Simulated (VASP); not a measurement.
Data:

```
BaS
1.0
    0.00000     3.11290     3.11290
    3.11290     0.00000     3.11290
    3.11290     3.11290     0.00000
Ba S
1 1
Cartesian
  0.00000   0.00000   0.00000
  1.55645   1.55645   1.55645
```

Level of theory: PBEsol GGA, VASP's PBE PAW potentials (set 64) (plane waves; VASP). Numerical set-up: 500 eV cut-off, 7×7×7 Γ-centred mesh, Gaussian smearing of 0.050 eV, potentials Ba_sv S.

### Question
What does the run give for the energy per atom (σ→0), pressure?

### Answer

```
Item                           Result
---------------------  --------------
energy per atom (σ→0)  -4.502 eV/atom
pressure                    19.91 GPa
```

The absolute energy has meaning only against runs of the same code, potentials and settings.

The structure was generated: BaS was put into the zinc blende type (F-43m), which need not be its known phase. It was relaxed first under an external pressure of 20 GPa.
